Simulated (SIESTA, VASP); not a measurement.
A VASP calculation is set up with these files.

### KPOINTS
```
Regular mesh
0
G
5 5 5
0 0 0
```

### POSCAR
```
LuPt3
3.9648740
  1.0000000000   0.0000000000   0.0000000000
  0.0000000000   1.0000000000   0.0000000000
  0.0000000000   0.0000000000   1.0000000000
Lu Pt
1 3
Direct
  0.0143420000  -0.0132860000   0.0208230000
 -0.0346830000   0.4990750000   0.5128160000
  0.4950630000   0.0094210000   0.4742010000
  0.5252780000   0.5047900000  -0.0078400000
```

### INCAR
```
SYSTEM = LuPt3
PREC = Accurate; ENCUT = 300; LREAL = .False.
LASPH = .True.
EDIFF = 1E-6; NELM = 100; ALGO = Normal
LMAXMIX = 6
ISMEAR = -1; SIGMA = 0.136
GGA = PS
ISIF = 2
LWAVE = .False.; LCHARG = .False.
```

POTCAR, in this order: Lu_3 Pt (PBE.64 set). Program: vasp_std.

### Question
Translate it to SIESTA.

### Answer
One input that does it (GGA PBEsol, numerical atomic orbitals DZP, PseudoDojo PBEsol standard norm-conserving potentials (rewritten from UPF to PSML)):
```
# files in the folder: Lu.psml Pt.psml (PseudoDojo PBEsol standard)
SystemName  LuPt3
SystemLabel LuPt3

NumberOfAtoms                4
NumberOfSpecies              2
%block ChemicalSpeciesLabel
  1 71 Lu
  2 78 Pt
%endblock ChemicalSpeciesLabel
LatticeConstant              1.0 Ang
%block LatticeVectors
     3.964874000    0.000000000    0.000000000
     0.000000000    3.964874000    0.000000000
     0.000000000    0.000000000    3.964874000
%endblock LatticeVectors
AtomicCoordinatesFormat      Fractional
%block AtomicCoordinatesAndAtomicSpecies
     0.014342000   -0.013286000    0.020823000  1
    -0.034683000    0.499075000    0.512816000  2
     0.495063000    0.009421000    0.474201000  2
     0.525278000    0.504790000   -0.007840000  2
%endblock AtomicCoordinatesAndAtomicSpecies

XC.functional                GGA
XC.authors                   PBEsol
PAO.BasisSize                DZP
PAO.EnergyShift              0.005 Ry
MeshCutoff                   300 Ry
%block kgrid.MonkhorstPack
    5   0   0  0.0
    0   5   0  0.0
    0   0   5  0.0
%endblock kgrid.MonkhorstPack
OccupationFunction           FD
ElectronicTemperature        0.136 eV

MaxSCFIterations             150
SCF.Mixer.Method             Pulay
SCF.Mixer.Weight             0.2
SCF.Mixer.History            6
SCF.DM.Tolerance             1.0E-05
Diag.ParallelOverK           true
WriteForces                  true
```
The two runs describe the same crystal, functional and task. Each code takes its own potentials, basis and convergence tests.

The structure comes from a computed database's LuPt3 entry; how it stands against other phases isn't given here. The cell was not relaxed at this level, atoms are displaced from their ideal sites, and its volume differs by -5.9 % from the start's.
